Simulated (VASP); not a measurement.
Energy against volume of GaN (zinc blende). Level of theory: revTPSS meta-GGA, VASP's PBE PAW potentials (set 64) (plane waves; VASP). Numerical set-up: 520 eV cut-off, 10×10×10 Γ-centred mesh, Gaussian smearing of 0.050 eV, potentials Ga_d N.

```tsv
V (Å³/atom)	E (eV/atom)
11.187	-3.89025
11.534	-3.89765
11.880	-3.89259
12.226	-3.87714
```

### Question
Fit these four points and predict the energy of the run at 10.841 Å³/atom.

### Answer
A cubic in V^(−2/3), the third-order Birch-Murnaghan form, passes through the four points with V0 = 11.56 Å³/atom and B0 = 189 GPa, and gives -3.8680 eV/atom there. The run gave -3.8681 eV/atom, -0.0 meV/atom from the fit; all five points give B0 = 189 GPa.

The compound is GaN in the zinc blende structure, a metastable form; wurtzite is the usual one. It was relaxed first.
